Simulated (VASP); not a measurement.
An input for Ansatz (written as the equivalent of a VASP run, and not itself run):

Ansatz 0.2 input:
```yaml
crystal:
  lattice:
    - [0.0000000, 2.9719378, 2.9719378]
    - [2.9719378, 0.0000000, 2.9719378]
    - [2.9719378, 2.9719378, 0.0000000]
  atoms:
    - { symbol: Hg, position: [0.0000000, 0.0000000, 0.0000000] }
    - { symbol: S, position: [0.2500000, 0.2500000, 0.2500000] }
kpoints:
  mp_grid: { grid: [11, 11, 11] }
hamiltonian:
  xc: lda
  pseudopotentials: { kind: paw }
scf:
  occupations: { method: methfessel_paxton, width: 0.1 }
  max_iter: 100
output: { forces: true, stress: true, eigenvalues: true }
```

**Question.** Translate this input to VASP (INCAR, KPOINTS, POSCAR, choice of POTCAR).

**Answer.** This is not unique; one that fits is 
### INCAR
```
# general
SYSTEM  = HgS
PREC    = Accurate
ENCUT   = 520   # plane-wave cut-off (eV)
LREAL   = .FALSE.   # projection in real space or not
LASPH   = .TRUE.   # aspherical one-centre terms

# electronic loop
EDIFF   = 1E-7   # SCF stop (eV)
NELM    = 100   # most electronic steps
ALGO    = Normal
LMAXMIX = 6   # l cut-off of mixed one-centre charges

# smearing
ISMEAR  = 1   # Methfessel-Paxton
SIGMA   = 0.1

# ions
ISIF    = 2

# output
LWAVE   = .FALSE.
LCHARG  = .FALSE.
```

POSCAR:
```
HgS
2.9719380
  0.0000000000   0.9999999469   0.9999999469
  0.9999999469   0.0000000000   0.9999999469
  0.9999999469   0.9999999469   0.0000000000
Hg S
1 1
Cart
  0.0000000000   0.0000000000   0.0000000000
  0.4999999735   0.4999999735   0.4999999735
```

**KPOINTS**
```
kpoints
0
G
11 11 11
```

POTCAR, in this order: Hg S (LDA.64 set). Program: vasp_std.

Limits of the translation: each code has its own PAW files, so the cut-off isn't converted (ENCUT is set for VASP's; basis.ecutwfc is left out, and Ansatz then takes the one that its files recommend); Ansatz stops its SCF on the density residual and VASP on the energy change (EDIFF); Ansatz's lda is the Perdew-Wang form, while the LDA potentials of VASP carry Perdew-Zunger's.

The compound is HgS in the zinc blende structure, metacinnabar; cinnabar is the stable form. This cell is one point of a volume scan, at 1.06 of the reference volume.
